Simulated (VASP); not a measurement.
Here is the system:

```
CdS
1.0
    2.10488    -3.64576     0.00000
    2.10488     3.64576     0.00000
    0.00000     0.00000     6.83603
Cd S
2 2
Direct
  0.66667   0.33333   0.49999
  0.33333   0.66667   0.99999
  0.66667   0.33333   0.87701
  0.33333   0.66667   0.37701
```

Calculation: MS2 meta-GGA, VASP's PBE PAW potentials (set 64) (plane waves; VASP). Numerical set-up: 520 eV cut-off, 6×6×4 Γ-centred mesh, Gaussian smearing of 0.050 eV, potentials Cd S.

Q: Give the stress tensor in GPa (positive for a compressed cell).

A: 
```
-1.64   0.00   0.00
 0.00  -1.64   0.00
 0.00   0.00  -1.61
```
The pressure is its mean diagonal, -1.63 GPa.

The compound is CdS in the wurtzite structure. This cell is one point of a volume scan, at 1.03 of the reference volume.
